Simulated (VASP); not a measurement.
These are LDA (Ceperley-Alder, Perdew-Zunger), VASP's LDA PAW potentials (set 64) (plane waves; VASP) values and carry that method's errors.

The input files of a VASP run:

**POSCAR**
```
Ir
2.6729290
  0.0000000000   0.7071066957   0.7071066957
  0.7071066957   0.0000000000   0.7071066957
  0.7071066957   0.7071066957   0.0000000000
Ir
1
Cartesian
  0.0000000000   0.7071066957   0.7071066957
```

### INCAR
```
SYSTEM = Ir
PREC = Accurate
ENCUT = 520
EDIFF = 1E-7
NELM = 100
ALGO = Normal
LREAL = .FALSE.
LASPH = .TRUE.
ISMEAR = 1
SIGMA = 0.1
LMAXMIX = 6
LWAVE = .FALSE.
LCHARG = .FALSE.
ISIF = 2
```

**KPOINTS**
```
Automatic mesh
0
Gamma
16 16 16
0 0 0
```

POTCAR, in this order: Ir (LDA.64 set). Program: vasp_std.

Unless said otherwise, spin-orbit coupling is left out, though it shifts the bands of the heavy elements here.

Problem. Predict the energy per atom (σ→0), pressure, band gap (on the k-mesh).

Solution. 
```yaml
energy per atom (σ→0): -10297 meV/atom
band gap (on the k-mesh): none (metal, semimetal or under 0.01 eV)
pressure: 13.69 GPa
```

File OSZICAR:
```
...
DAV:   5    -0.108884420824E+02   -0.32280E-04   -0.32281E-04  3560   0.102E-01    0.179E+01
DAV:   6    -0.104027826987E+02    0.48566E+00   -0.95005E-01  2712   0.139E+01    0.740E+00
DAV:   7    -0.103053142224E+02    0.97468E-01   -0.29873E-01  3096   0.714E+00    0.159E+00
DAV:   8    -0.102983163588E+02    0.69979E-02   -0.25361E-03  2632   0.844E-01    0.418E-01
DAV:   9    -0.102975623826E+02    0.75398E-03   -0.72901E-04  3224   0.477E-01    0.400E-02
DAV:  10    -0.102975598172E+02    0.25654E-05   -0.75454E-06  3160   0.359E-02    0.613E-03
DAV:  11    -0.102975598499E+02   -0.32650E-07   -0.13626E-07  2808   0.272E-03
   1 F= -.10297560E+02 E0= -.10297467E+02  d E =-.279753E-03
```

The compound is Ir in the fcc structure. This cell is one point of a volume scan, at 0.97 of the reference volume.
